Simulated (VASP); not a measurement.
MoWSe4, 6 atoms in the cell. Symmetry: P-6m2, No. 187, hexagonal system. Conventional cell: a = 3.278 Å, b = 3.278 Å, c = 12.765 Å, α = 90.00°, β = 90.00°, γ = 120.00°. Mo (site symmetry -6m2) has 6 Se at 2.53 Å as nearest neighbours. Around W (site symmetry -6m2) lie 6 Se at 2.53 Å. Se (site symmetry 3m) is surrounded by 3 W at 2.53 Å. Se (site symmetry 3m) is surrounded by 3 Mo at 2.53 Å. The cell comes from a database or a generator and needn't be the stable form of this composition.

```yaml
Program: VASP 6.6.1
Task: relaxation of cell and atoms
Functional: PBEsol
Potentials_or_basis: VASP PAW PBE potentials, release 64 (Mo_sv, W_sv, Se)
Cutoff: 600 eV
k_mesh: 9 × 9 × 2
Occupations: gaussian, width 0.02 eV
Spin: no spin polarisation
Dipole_correction: no
Further_INCAR_settings: ALGO = Fast; EDIFF = 1e-06; IBRION = 2; EDIFFG = -0.005; NSW = 70; ISIF = 3
```

Potentials or basis: VASP PAW PBE potentials, release 64 (Mo_sv, W_sv, Se).

The run is started by

```console
$ cat potpaw_PBE.64/Mo_sv/POTCAR potpaw_PBE.64/W_sv/POTCAR potpaw_PBE.64/Se/POTCAR > POTCAR
$ mpirun -np 1 vasp_std > vasp.out
```

Hardware: 1 thread of Intel(R) Xeon(R) Platinum 8488C (Sapphire Rapids), on a shared host.

How long does it take, and how much memory?

Wall time 8.9 min on 1 thread of Intel(R) Xeon(R) Platinum 8488C (Sapphire Rapids) (shared host), peak memory 0.38 GiB. Counts: scf iterations 97, k points 24, ion steps 10.
